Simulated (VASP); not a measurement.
Given:

```
CELL_PARAMETERS angstrom
     -2.44805     2.44805     8.13365
      2.44805    -2.44805     8.13365
      2.44805     2.44805    -8.13365
ATOMIC_POSITIONS crystal
  Sr 0.67506 0.67506 0.00000
  Sr 0.32494 0.32494 0.00000
  Sr 0.50000 0.00000 0.50000
  Sr 0.00000 0.50000 0.50000
  P  0.86494 0.86494 0.00000
  P  0.13506 0.13506 0.00000
  O  0.50000 0.50000 0.00000
```

The numbers are results of LDA (Ceperley-Alder, Perdew-Zunger), VASP's LDA PAW potentials (set 64) (plane waves; VASP), not measurements. Numerical set-up: 400 eV cut-off, 5×5×5 Γ-centred mesh, Fermi-Dirac smearing of 0.010 eV, potentials Sr_sv P O.

At this cut-off the stress carries a Pulay error, which pulls relaxed volumes low.

Problem. Give the force on each atom (eV/Å).

Solution. 
```json
[
 {"atom": "Sr1", "Fx": "0.000", "Fy": "0.000", "Fz": "-0.033"},
 {"atom": "Sr2", "Fx": "0.000", "Fy": "0.000", "Fz": "0.033"},
 {"atom": "Sr3", "Fx": "0.000", "Fy": "0.000", "Fz": "0.000"},
 {"atom": "Sr4", "Fx": "0.000", "Fy": "0.000", "Fz": "0.000"},
 {"atom": "P5", "Fx": "0.000", "Fy": "0.000", "Fz": "0.079"},
 {"atom": "P6", "Fx": "0.000", "Fy": "0.000", "Fz": "-0.079"},
 {"atom": "O7", "Fx": "0.000", "Fy": "0.000", "Fz": "0.000"}
]
```

Problem. Give the stress tensor in GPa (positive for a compressed cell).

Solution. 
```
-5.76   0.00   0.00
 0.00  -5.76   0.00
 0.00   0.00  -5.67
```
The pressure is its mean diagonal, -5.73 GPa.

The structure comes from a computed database's Sr4P2O entry; how it stands against other phases isn't given here. The cell was not relaxed at this level.
